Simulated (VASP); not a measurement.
Output of a VASP run:

File OSZICAR:
```
       N       E                     dE             d eps       ncg     rms          rms(c)
DAV:   1     0.625398211575E+03    0.62540E+03   -0.26768E+04 10808   0.177E+03
DAV:   2     0.202361324098E+02   -0.60516E+03   -0.56811E+03 11854   0.520E+02
DAV:   3    -0.538823054149E+02   -0.74118E+02   -0.72766E+02 12640   0.174E+02
DAV:   4    -0.558965390191E+02   -0.20142E+01   -0.19516E+01 12970   0.283E+01
DAV:   5    -0.559462067550E+02   -0.49668E-01   -0.49368E-01 13460   0.452E+00    0.386E+01
DAV:   6    -0.500945145061E+02    0.58517E+01   -0.21013E+02 12564   0.104E+02    0.519E+01
DAV:   7    -0.403412522049E+02    0.97533E+01   -0.13230E+02 13442   0.115E+02    0.184E+01
DAV:   8    -0.379183138969E+02    0.24229E+01   -0.93725E+00 11646   0.242E+01    0.900E+00
DAV:   9    -0.369647913190E+02    0.95352E+00   -0.36474E+00 14484   0.153E+01    0.300E+00
DAV:  10    -0.370002275894E+02   -0.35436E-01   -0.24164E-01 11548   0.400E+00    0.167E+00
DAV:  11    -0.369870042451E+02    0.13223E-01   -0.84421E-02 12880   0.295E+00    0.609E-01
DAV:  12    -0.369891225845E+02   -0.21183E-02   -0.11663E-02 13926   0.822E-01    0.498E-01
DAV:  13    -0.369873646310E+02    0.17580E-02   -0.35700E-03 13002   0.648E-01    0.219E-01
DAV:  14    -0.369871060293E+02    0.25860E-03   -0.11736E-03 14548   0.323E-01    0.674E-02
DAV:  15    -0.369870886849E+02    0.17344E-04   -0.17207E-04 14002   0.109E-01    0.329E-02
DAV:  16    -0.369870844002E+02    0.42848E-05   -0.17304E-05 13450   0.339E-02    0.981E-03
DAV:  17    -0.369870835657E+02    0.83450E-06   -0.14630E-06 13720   0.878E-03    0.372E-03
DAV:  18    -0.369870838728E+02   -0.30714E-06   -0.30359E-07  9016   0.521E-03    0.117E-03
DAV:  19    -0.369870841432E+02   -0.27038E-06   -0.35495E-08  6546   0.150E-03    0.587E-04
DAV:  20    -0.369870841912E+02   -0.48052E-07   -0.15161E-08  6186   0.118E-03
   1 F= -.36987084E+02 E0= -.36987084E+02  d E =0.000000E+00  mag=     4.0000
```

File OUTCAR:
```
------------------------ aborting loop because EDIFF is reached ----------------------------------------
  FORCE on cell =-STRESS in cart. coord.  units (eV):
  Direction    XX          YY          ZZ          XY          YZ          ZX
  --------------------------------------------------------------------------------------
  Total        0.0173019      0.0173019     -0.0347460     -0.0000000      0.0000000      0.0000000
  in kB        0.4576140      0.4576140     -0.9189882     -0.0000000      0.0000000      0.0000000
  external PRESSURE =      -0.0012534 kB  Pullay stress =       0.0000000 kB
  volume of cell :       60.58
      direct lattice vectors                 reciprocal lattice vectors
     4.510418291  0.000000000  0.000000000     0.221708927  0.000000000  0.000000000
     0.000000000  4.510418291  0.000000000     0.000000000  0.221708927  0.000000000
     0.000000000  0.000000000  2.977639910     0.000000000  0.000000000  0.335836444
 POSITION                                       TOTAL-FORCE (eV/Angst)
 -----------------------------------------------------------------------------------
      0.00000      0.00000      0.00000        -0.000000     -0.000000      0.000000
      2.25521      2.25521      1.48882        -0.000000     -0.000000      0.000000
      1.36678      1.36678      0.00000        -0.000980     -0.000980      0.000000
      3.62199      0.88843      1.48882        -0.000980      0.000980     -0.000000
      0.88843      3.62199      1.48882         0.000980     -0.000980      0.000000
      3.14364      3.14364      0.00000         0.000980      0.000980     -0.000000
 -----------------------------------------------------------------------------------
    total drift:                               -0.000000      0.000000      0.000000
  FREE ENERGIE OF THE ION-ELECTRON SYSTEM (eV)
  ---------------------------------------------------
  free  energy   TOTEN  =       -36.9870841912 eV

  energy  without entropy=      -36.9870841912  energy(sigma->0) =      -36.98708419

 total charge

# of ion       s       p       d       tot
------------------------------------------
    1        0.312   6.395   3.946  10.653
    2        0.312   6.395   3.946  10.653
    3        1.569   3.456   0.000   5.025
    4        1.569   3.456   0.000   5.025
    5        1.569   3.456   0.000   5.025
    6        1.569   3.456   0.000   5.025
--------------------------------------------------
tot          6.899  26.615   7.892  41.407

 magnetization (x)

# of ion       s       p       d       tot
------------------------------------------
    1        0.028   0.024   2.037   2.090
    2        0.028   0.024   2.037   2.090
    3       -0.002  -0.063   0.000  -0.065
    4       -0.002  -0.063   0.000  -0.065
    5       -0.002  -0.063   0.000  -0.065
    6       -0.002  -0.063   0.000  -0.065
--------------------------------------------------
tot          0.050  -0.203   4.075   3.921

 Electric field gradients after diagonalization (V/A^2)
 (convention: |V_zz| > |V_xx| > |V_yy|)
----------------------------------------------------------------------
 ion       V_xx      V_yy      V_zz     asymmetry (V_yy - V_xx)/ V_zz
----------------------------------------------------------------------
   1      28.875    15.713   -44.589       0.295
   2      28.875    15.713   -44.589       0.295
   3     -19.427    -3.982    23.410       0.660
   4     -19.427    -3.982    23.410       0.660
   5     -19.427    -3.982    23.410       0.660
   6     -19.427    -3.982    23.410       0.660
```
(Selected blocks of OUTCAR.)

POSCAR:
```
CrO2
1
    4.5104182911     0.0000000000     0.0000000000
    0.0000000000     4.5104182911     0.0000000000
    0.0000000000     0.0000000000     2.9776399095
Cr O
2 4
Direct
  0.0000000000   0.0000000000   0.0000000000
  0.5000000000   0.5000000000   0.5000000000
  0.3030280146   0.3030280146   0.0000000000
  0.8030280146   0.1969719854   0.5000000000
  0.1969719854   0.8030280146   0.5000000000
  0.6969719854   0.6969719854   0.0000000000
```

**Question.** Write an INCAR and KPOINTS that could have produced this output.

**Answer.** One answer among several that fit: the input of the run itself, vdW-DF2, plane waves, VASP's PBE PAW potentials (set 64).

### INCAR
```
SYSTEM  =  CrO2
PREC  =  Accurate; ENCUT  =  520; LREAL  =  .FALSE.
LASPH  =  .TRUE.
EDIFF  =  1E-7; NELM  =  100; ALGO  =  Normal
LMAXMIX  =  4
ISMEAR  =  -5
GGA  =  ML; LUSE_VDW  =  .TRUE.; AGGAC  =  0.0
ZAB_VDW  =  -1.8867
MAGMOM  =  2*2.1 4*-0.1
ISPIN  =  2
ISIF  =  2
LWAVE  =  .FALSE.; LCHARG  =  .TRUE.; LORBIT  =  11
NEDOS  =  601
LEFG  =  .TRUE.
```

**KPOINTS**
```
Automatic mesh
0
Gamma
8 8 11
0 0 0
```

POTCAR, in this order: Cr_pv O (PBE.64 set). Program: vasp_std.

For a metal the tetrahedron method with Blöchl corrections gives inexact stress and forces.

The compound is CrO2 in the rutile structure. It was relaxed first, which changed the volume by +6 %.
